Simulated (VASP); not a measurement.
Data:

```xyz
4
Lattice="4.3926 0.0000 0.0000 -2.1963 3.8041 0.0000 0.0000 0.0000 4.9427" Properties=species:S:1:pos:R:3 pbc="T T T"
W      0.0000     2.5361     4.6337
W      2.1963     1.2680     2.1623
Al     0.0000     2.5361     2.1626
Al     2.1963     1.2680     4.6340
```

Calculation: PBEsol GGA, VASP's PBE PAW potentials (set 64) (plane waves; VASP). Settings: 400 eV cut-off, Gaussian smearing of 0.050 eV, potentials W_sv Al.

Give the energies of bands 9 to 20 at the high-symmetry points, in eV from the Fermi level.

| band | Γ | M | K | A | L | H |
|---|---|---|---|---|---|---|
| 9 | -8.25 | -6.54 | -5.79 | -6.40 | -4.87 | -4.20 |
| 10 | -4.81 | -5.17 | -5.79 | -6.40 | -4.87 | -4.20 |
| 11 | -1.70 | -3.00 | -2.23 | -2.32 | -3.67 | -4.08 |
| 12 | -1.70 | -2.10 | -2.21 | -2.32 | -3.67 | -4.08 |
| 13 | -1.66 | -1.73 | -1.51 | -2.32 | -1.61 | -2.19 |
| 14 | -1.66 | -1.14 | -1.51 | -2.32 | -1.61 | -2.19 |
| 15 | -1.20 | -0.98 | -1.46 | -1.92 | -1.46 | -1.10 |
| 16 | -1.20 | -0.98 | -1.46 | -1.92 | -1.46 | -1.10 |
| 17 | -1.02 | -0.45 | -0.75 | 1.06 | -0.05 | -0.54 |
| 18 | -0.21 | 0.26 | 0.38 | 1.06 | -0.05 | -0.54 |
| 19 | 1.22 | 0.72 | 0.79 | 1.06 | 0.53 | 1.57 |
| 20 | 1.22 | 1.09 | 0.79 | 1.06 | 0.53 | 1.57 |

It has no gap at this level: it comes out as a metal or semimetal.

The structure was generated: WAl was put into the wurtzite type (P6_3mc), which need not be its known phase. It was relaxed first, which changed the volume by -41 %. The relaxed cell has space group P6_3/mmc.
